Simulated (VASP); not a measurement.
Level of theory: PBE GGA, VASP's PBE PAW potentials (set 64) (plane waves; VASP).

The input files of a VASP run:

POSCAR:
```
Tb
1
    1.8000000000    -3.1176910000     0.0000000000
    1.8000000000     3.1176910000     0.0000000000
    0.0000000000     0.0000000000     5.6900000000
Tb
2
Direct
  0.3333330000   0.6666670000   0.2500000000
  0.6666670000   0.3333330000   0.7500000000
```

File KPOINTS:
```
Automatic mesh
0
Gamma
11 11 6
0 0 0
```

### INCAR
```
SYSTEM = Tb
PREC = Accurate
ENCUT = 400
EDIFF = 1E-6
NELM = 100
ALGO = Normal
LREAL = .FALSE.
LASPH = .TRUE.
ISMEAR = 0
SIGMA = 0.05
GGA = PE
LMAXMIX = 6
LWAVE = .FALSE.
LCHARG = .FALSE.
ISIF = 2
NELECT = 18.1
```

POTCAR, in this order: Tb_3 (PBE.64 set). Program: vasp_std.

The resulting files:

OUTCAR:
```
 ion  position               nearest neighbor table
   1  0.333  0.667  0.250-   2 3.52   2 3.52   2 3.52   2 3.52   2 3.52   2 3.52
   2  0.667  0.333  0.750-   1 3.52   1 3.52   1 3.52   1 3.52   1 3.52   1 3.52
  LATTYP: Found a hexagonal cell.
 ALAT       =     3.5999996072
 C/A-ratio  =     1.5805557280
 Subroutine PRICEL returns:
 Original cell was already a primitive cell.
 Subroutine GETGRP returns: Found 24 space group operations
The static configuration has the point symmetry D_3d.
 The point group associated with its full space group is D_6h.
The dynamic configuration has the point symmetry D_3d.
 Subroutine INISYM returns: Found 24 space group operations
 Subroutine IBZKPT returns following result:
 Found     64 irreducible k-points:

 Following reciprocal coordinates:
            Coordinates               Weight
  0.000000  0.000000  0.000000      1.000000
  0.090909 -0.000000  0.000000      6.000000
  0.181818  0.000000  0.000000      6.000000
  0.272727 -0.000000  0.000000      6.000000
  0.363636 -0.000000  0.000000      6.000000
  0.454545  0.000000  0.000000      6.000000
  0.090909  0.090909  0.000000      6.000000
  0.181818  0.090909  0.000000     12.000000
  0.272727  0.090909  0.000000     12.000000
  0.363636  0.090909  0.000000     12.000000
  0.454545  0.090909  0.000000      6.000000
  0.181818  0.181818  0.000000      6.000000
  0.272727  0.181818  0.000000     12.000000
  0.363636  0.181818  0.000000     12.000000
  0.272727  0.272727  0.000000      6.000000
  0.363636  0.272727  0.000000      6.000000
  0.000000  0.000000  0.166667      2.000000
  0.090909 -0.000000  0.166667     12.000000
  0.181818  0.000000  0.166667     12.000000
  0.272727 -0.000000  0.166667     12.000000
  0.363636 -0.000000  0.166667     12.000000
  0.454545  0.000000  0.166667     12.000000
  0.090909  0.090909  0.166667     12.000000
  0.181818  0.090909  0.166667     24.000000
  0.272727  0.090909  0.166667     24.000000
  0.363636  0.090909  0.166667     24.000000
  0.454545  0.090909  0.166667     12.000000
  0.181818  0.181818  0.166667     12.000000
  0.272727  0.181818  0.166667     24.000000
  0.363636  0.181818  0.166667     24.000000
  0.272727  0.272727  0.166667     12.000000
  0.363636  0.272727  0.166667     12.000000
  0.000000  0.000000  0.333333      2.000000
  0.090909 -0.000000  0.333333     12.000000
  0.181818  0.000000  0.333333     12.000000
  0.272727 -0.000000  0.333333     12.000000
  0.363636 -0.000000  0.333333     12.000000
  0.454545  0.000000  0.333333     12.000000
  0.090909  0.090909  0.333333     12.000000
  0.181818  0.090909  0.333333     24.000000
   k-points           NKPTS =     64   k-points in BZ     NKDIM =     64   number of bands    NBANDS=     13
   number of dos      NEDOS =    301   number of ions     NIONS =      2
   total plane-waves  NPLWV =  23040
   dimension x,y,z NGX =    24 NGY =   24 NGZ =   40
   dimension x,y,z NGXF=    48 NGYF=   48 NGZF=   80
   ions per type =               2
   PREC   = accura    normal or accurate (medium, high low for compatibility)
   ISTART =      0    job   : 0-new  1-cont  2-samecut
   ICHARG =      2    charge: 1-file 2-atom 10-const
   ISPIN  =      1    spin polarized calculation?
   LNONCOLLINEAR =      F non collinear calculations
   LSORBIT =      F    spin-orbit coupling
   INIWAV =      1    electr: 0-lowe 1-rand  2-diag
   ENCUT  =  400.0 eV  29.40 Ry    5.42 a.u.   5.87  5.87  9.28*2*pi/ulx,y,z
   NELM   =    100;   NELMIN=  2; NELMDL= -5     # of ELM steps
   EDIFF  = 0.1E-05   stopping-criterion for ELM
   LREAL  =      F    real-space projection
...
```

OSZICAR:
```
       N       E                     dE             d eps       ncg     rms          rms(c)
DAV:   1     0.384969499779E+02    0.38497E+02   -0.78503E+03  1664   0.102E+03
DAV:   2    -0.690637903711E+01   -0.45403E+02   -0.44324E+02  1809   0.232E+02
DAV:   3    -0.872633711833E+01   -0.18200E+01   -0.16310E+01  2276   0.284E+01
DAV:   4    -0.876559303157E+01   -0.39256E-01   -0.38652E-01  1873   0.421E+00
DAV:   5    -0.876677605792E+01   -0.11830E-02   -0.11818E-02  2440   0.564E-01    0.242E+01
DAV:   6    -0.877891996446E+01   -0.12144E-01   -0.14465E-02  1932   0.106E+00    0.145E+01
DAV:   7    -0.878851693577E+01   -0.95970E-02   -0.40537E-02  1898   0.171E+00    0.220E-01
DAV:   8    -0.878818619958E+01    0.33074E-03   -0.20739E-03  1904   0.373E-01    0.908E-02
DAV:   9    -0.878818747870E+01   -0.12791E-05   -0.33091E-04  1999   0.141E-01    0.378E-02
DAV:  10    -0.878817777931E+01    0.96994E-05   -0.39770E-05  1894   0.469E-02    0.370E-02
DAV:  11    -0.878817923349E+01   -0.14542E-05   -0.27018E-06  1889   0.133E-02    0.246E-03
DAV:  12    -0.878817949019E+01   -0.25670E-06   -0.24214E-07  1037   0.426E-03
   1 F= -.87881795E+01 E0= -.87853090E+01  d E =-.574097E-02
```

**OUTCAR**
```
------------------------ aborting loop because EDIFF is reached ----------------------------------------
  FORCE on cell =-STRESS in cart. coord.  units (eV):
  Direction    XX          YY          ZZ          XY          YZ          ZX
  --------------------------------------------------------------------------------------
  Total        0.7973877      0.7973875      0.6269036      0.0000000      0.0000000      0.0000000
  in kB       20.0047111     20.0047053     15.7276380      0.0000000      0.0000000      0.0000000
  external PRESSURE =      18.5790181 kB  Pullay stress =       0.0000000 kB
  volume of cell :       63.86
      direct lattice vectors                 reciprocal lattice vectors
     1.800000000 -3.117691000  0.000000000     0.277777778 -0.160375098  0.000000000
     1.800000000  3.117691000  0.000000000     0.277777778  0.160375098  0.000000000
     0.000000000  0.000000000  5.690000000     0.000000000  0.000000000  0.175746924
 POSITION                                       TOTAL-FORCE (eV/Angst)
 -----------------------------------------------------------------------------------
      1.80000      1.03923      1.42250         0.000000     -0.000000      0.000000
      1.80000     -1.03923      4.26750         0.000000      0.000000      0.000000
 -----------------------------------------------------------------------------------
    total drift:                                0.000003      0.000109     -0.000011
  FREE ENERGIE OF THE ION-ELECTRON SYSTEM (eV)
  ---------------------------------------------------
  free  energy   TOTEN  =        -8.7881794902 eV

  energy  without entropy=       -8.7824385215  energy(sigma->0) =       -8.78530901
```
(Selected blocks of OUTCAR.)

The 4f electrons are frozen in the core of the lanthanide potential, so 4f levels, which can set the real gap, and their magnetism are missing. The cell is charged, with a uniform compensating background.

The compound is Tb in the hcp structure. The cell was not relaxed at this level. The run is one of a series of settings (ISMEAR = 0, NELECT = 18.1, SIGMA = 0.05 against the base run), some of them coarse on purpose.
